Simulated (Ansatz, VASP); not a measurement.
**TaRu in VASP and in Ansatz**

INCAR

```
SYSTEM = TaRu
  ALGO = Normal
  EDIFF = 1E-6
  EDIFFG = -0.005
  ENCUT = 600
  GGA = CA
  IBRION = 2
  ISIF = 3
  ISMEAR = 0
  LASPH = .TRUE.
  LCHARG = .FALSE.
  LREAL = .FALSE.
  LWAVE = .FALSE.
  NELM = 100
  NSW = 70
  PREC = Accurate
  SIGMA = 0.1
```

File KPOINTS:

```
k-points
0
G
  14 14 12
  0 0 0
```

POSCAR

```
TaRu
1.0
    3.0563393351      0.0000000000      0.0000000000
    0.0000000000      3.0563393351      0.0000000000
    0.0000000000      0.0000000000      3.4225963278
Ta Ru
1 1
Direct
    0.5000000000      0.5000000000      0.5000000000
    0.0000000000      0.0000000000      0.0000000000
```

Input for Ansatz:

```yaml
crystal:
  lattice:
    - [3.0563393351, 0.0, 0.0]
    - [0.0, 3.0563393351, 0.0]
    - [0.0, 0.0, 3.4225963278]
  atoms:
    - { symbol: Ta, position: [0.5, 0.5, 0.5] }
    - { symbol: Ru, position: [0.0, 0.0, 0.0] }
basis:
  ecutwfc: 420
kpoints:
  mp_grid: { grid: [14, 14, 12] }
hamiltonian:
  xc: lda
scf:
  occupations: { method: gaussian, width: 0.1 }
output:
  forces: true
  stress: true
  eigenvalues: true
relax:
  adjacent_minimum: "off"
  f_tol: 0.005
  max_steps: 50
  cell: { stress_tol: 0.05 }
```

Alike in both runs: task relaxation of cell and atoms; functional LDA; k mesh 14 × 14 × 12; occupations gaussian, width 0.1 eV; no spin polarisation.

```csv
,VASP,Ansatz
version,VASP 6.6.1,Ansatz 0.2.0
potentials or method,"VASP PAW LDA potentials, release 64 (Ta_pv, Ru_pv)","scalar-relativistic, plane waves, PAW"
plane-wave cutoff (eV),600,420
valence electrons in the cell,25,29
```

VASP gave:

```
gap on the k mesh at the Fermi level, each at its own relaxed structure (eV) : none
relaxed volume (Å³/atom)                                                     : 15.23
relaxed cell length with the largest relative difference (Å)                 : 3.006
energy change over the relaxation (meV/atom)                                 : -31
```

Question: What did Ansatz give for the same quantities?

Answer: gap on the k mesh at the Fermi level, each at its own relaxed structure (eV): none; relaxed volume (Å³/atom): 15.17; relaxed cell length with the largest relative difference (Å): 3.002; energy change over the relaxation (meV/atom): -36.

A gap of «none» marks a metal or a gap that the smearing closes. The two sets of potentials don't hold the same shells in valence.

Spin-orbit coupling is left out, which matters for the levels of Ta. LDA usually gives volumes a few per cent too small. Zero-point motion and thermal expansion aren't in these numbers.
